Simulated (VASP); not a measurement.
Here is a VASP 6.6.1 calculation.

INCAR

```
PREC = Accurate ; ENCUT = 600
EDIFF = 1E-7 ; ISMEAR = -1
SIGMA = 0.05 ; LREAL = False
LASPH = True ; NELM = 80
ALGO = Normal ; ISIF = 3
LWAVE = False ; LCHARG = False
GGA = PE ; IBRION = 2
NSW = 40 ; EDIFFG = -0.01
```

The input KPOINTS:

```
regular mesh
0
Gamma
  8 8 3
```

Contents of POSCAR:

```
CsLi2
1.0
    3.9663300000      0.0000000000      0.0000000000
   -1.9831700000      3.4349500000      0.0000000000
    0.0000000000      0.0000000000     10.0283800000
Cs Li
1 2
Direct
    0.0000000000      0.0000000000      0.0000000000
    0.3333300000      0.6666700000      0.3486300000
    0.3333300000      0.6666700000      0.6513700000
```

Potentials or basis: VASP PAW PBE potentials, release 64 (Cs_sv, Li_sv).

Command:

```console
$ cat potpaw_PBE.64/Cs_sv/POTCAR potpaw_PBE.64/Li_sv/POTCAR > POTCAR
$ mpirun -np 1 vasp_std > vasp.out
```

(1) Predict the relaxed volume.

(2) Predict the relaxed cell.

(3) Estimate the space group after relaxing (to 0.05 Å).

Results:

(1) 45.16 Å³/atom.

(2) a = 3.969 Å, b = 3.969 Å, c = 9.928 Å, α = 90.00°, β = 90.00°, γ = 120.00°.

(3) P-6m2 (No. 187).

Caveat: the cutoff is under 1.25 times the usual one of these potentials, so pressure, stress and relaxed cells hold a basis-set (Pulay) error.
